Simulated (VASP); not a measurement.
Input of a VASP 6.6.1 run:

Contents of POSCAR:

```
Mg
1.0
    3.1722934733      0.0000000000      0.0000000000
   -1.5861467366      2.7472867361      0.0000000000
    0.0000000000      0.0000000000     30.3169170444
Mg
5
Direct
    0.6666666667      0.3333333333      0.2308941899
    0.3333333333      0.6666666667      0.3175427371
    0.6666666667      0.3333333333      0.4029988967
    0.3333333333      0.6666666667      0.4886240701
    0.6666666667      0.3333333333      0.5756606224
```

File INCAR.step1:

```
SYSTEM = Mg
  PREC = Accurate
  ENCUT = 520
  ISMEAR = 1
  SIGMA = 0.1
  LREAL = .FALSE.
  LASPH = .TRUE.
  NELM = 100
  LDIPOL = .TRUE.
  IDIPOL = 3
  DIPOL = 0.5 0.5 0.403
  NBANDS = 13
  GGA = PE
  ALGO = Normal
  EDIFF = 1E-4
  LWAVE = .TRUE.
  LCHARG = .FALSE.
```

The input INCAR.step2:

```
SYSTEM = Mg
  PREC = Accurate
  ENCUT = 520
  EDIFF = 1E-6
  ISMEAR = 1
  SIGMA = 0.1
  LREAL = .FALSE.
  LASPH = .TRUE.
  NELM = 100
  ALGO = Normal
  ISIF = 2
  LWAVE = .FALSE.
  LCHARG = .TRUE.
  LDIPOL = .TRUE.
  IDIPOL = 3
  DIPOL = 0.5 0.5 0.403
  METAGGA = R2SCAN
  LMIXTAU = .TRUE.
  LUSE_VDW = .TRUE.
  IVDW_NL = 2
  BPARAM = 11.95
  CPARAM = 0.0093
  LELF = .TRUE.
  LVHAR = .TRUE.
  LVACPOTAV = .TRUE.
  NBANDS = 13
  ISTART = 1
```

Contents of KPOINTS:

```
regular mesh
0
G
  15 15 1
  0 0 0
```

Potentials or basis: VASP PAW PBE potentials, release 64 (Mg).

Run with:

```console
$ cat potpaw_PBE.64/Mg/POTCAR > POTCAR
$ cp INCAR.step1 INCAR
$ mpirun -np 1 vasp_std > vasp.out
$ cp INCAR.step2 INCAR
$ mpirun -np 1 vasp_std > vasp.out
```

(1) Predict the band gap on the k mesh.

(2) What does it give for the work function of the upper face?

## Answers

(1) none (metal or under the smearing width).

(2) 3.97 eV.
